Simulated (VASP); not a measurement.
The system is PbC2.

```
Pb C
1.0
    -1.79276    1.79276    2.96781
     1.79276   -1.79276    2.96781
     1.79276    1.79276   -2.96781
Pb C
1 2
Direct
  0.00000 0.00000 0.00000
  0.59789 0.59789 0.00000
  0.40211 0.40211 0.00000
```

The cell comes from a database or a generator and needn't be the stable form of this composition.

```yaml
Program: VASP 6.6.1
Task: relaxation of cell and atoms
Functional: LDA
Potentials_or_basis: VASP PAW LDA potentials, release 64 (Pb_d, C)
Cutoff: 600 eV
k_mesh: 8 × 8 × 8
Occupations: gaussian, width 0.1 eV
Spin: no spin polarisation
```

At the start: pressure 54.8 GPa; volume 12.72 Å³/atom.

Problem. How do energy, volume and symmetry change on relaxing?

Solution. Over 18 steps the energy falls by 615.3 meV/atom and the volume is 17.63 Å³/atom (+38.6 %); space group I4/mmm (No. 139, to 0.05 Å).

The path:
```csv
step,energy change (eV),largest force (eV/Å),pressure (GPa),volume (Å³)
1,0.0000,8.4125,54.76,38.15
2,5.8573,0.3683,-18.55,66.82
3,4.5923,2.0144,-17.70,58.63
4,3.3140,4.2988,-15.35,52.48
5,1.1676,7.9394,-4.66,44.98
6,0.1484,8.2048,9.05,41.48
7,-0.1736,6.9197,20.02,39.80
8,-0.2356,5.5605,26.71,38.97
9,-1.6235,3.0452,-8.55,57.62
10,-1.6995,3.4947,-5.11,53.35
11,3.8832,53.6681,52.66,51.72
12,-1.7348,3.1116,-4.48,53.24
13,-1.7954,1.8996,-2.88,53.15
14,-1.8313,0.5600,0.22,52.99
15,-1.8319,0.2375,-0.18,53.01
16,-1.8319,0.3534,-0.06,53.00
17,-1.8440,0.1043,0.01,52.93
18,-1.8458,0.0465,0.11,52.88
```

Final structure:
```xyz
3
Lattice="-1.9991 1.9991 3.3080 1.9991 -1.9991 3.3080 1.9991 1.9991 -3.3080" Properties=species:S:1:pos:R:3 pbc="T T T"
Pb    0.0000    0.0000    0.0000
C     0.0000    0.0000    3.9387
C     0.0000    0.0000    2.6773
```

Caveat: the standard files for N, O and F lose accuracy on very short bonds; the volume moved by over 15 % at a fixed basis, so the end points are rough.
